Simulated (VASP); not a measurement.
Here is the system:

```xyz
2
Lattice="1.6635 -2.8812 0.0000 1.6635 2.8812 0.0000 0.0000 0.0000 5.1802" Properties=species:S:1:pos:R:3 pbc="T T T"
Sc     1.6635     0.9604     1.2951
Sc     1.6635    -0.9604     3.8852
```

Computed with RPBE GGA, VASP's PBE PAW potentials (set 64) (plane waves; VASP). Settings: 520 eV cut-off, 12×12×7 Γ-centred mesh, first-order Methfessel-Paxton smearing of 0.10 eV, potentials Sc_sv.

Question: Give the stress tensor in GPa (positive for a compressed cell).

Answer: 
```
1.64  0.00  0.00
0.00  1.64  0.00
0.00  0.00  1.59
```
The pressure is its mean diagonal, 1.62 GPa.

The compound is Sc in the hcp structure. This cell is one point of a volume scan, at 0.97 of the reference volume.
